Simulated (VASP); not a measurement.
Given:

```
CELL_PARAMETERS angstrom
      1.82172    -3.15532     0.00000
      1.82172     3.15532     0.00000
      0.00000     0.00000     5.64697
ATOMIC_POSITIONS crystal
  Tb 0.33333 0.66667 0.25000
  Tb 0.66667 0.33333 0.75000
```

Computed with PBE GGA, VASP's PBE PAW potentials (set 64) (plane waves; VASP 6.6.1). Numerical set-up: 480 eV cut-off, 10×10×6 Γ-centred mesh, first-order Methfessel-Paxton smearing of 0.10 eV, potentials Tb_3.

The 4f electrons are frozen in the core of the lanthanide potential, so 4f levels, which can set the real gap, and their magnetism are missing.

Each relaxation starts from this cell; other phases were not tried.

Task: The cell is relaxed at 1 GPa. What happens?

Result: The volume per atom goes from 32.46 to 31.68 Å³ (-2.4 %), and the cell becomes a = 3.6086 Å, b = 3.6086 Å, c = 5.6185 Å, α = 90.00°, β = 90.00°, γ = 120.00°, space group P6_3/mmc.

Task: The cell is relaxed at 10 GPa. What happens?

Result: The volume per atom goes from 32.46 to 26.80 Å³ (-17.4 %), and the cell becomes a = b = 3.386 Å, c = 5.397 Å, α = β = 90.00°, γ = 120.00°, space group P6_3/mmc.

Failed runs are left out, and for metals the shear rows, which the mesh's noise covers.

The compound is Tb in the hcp structure.
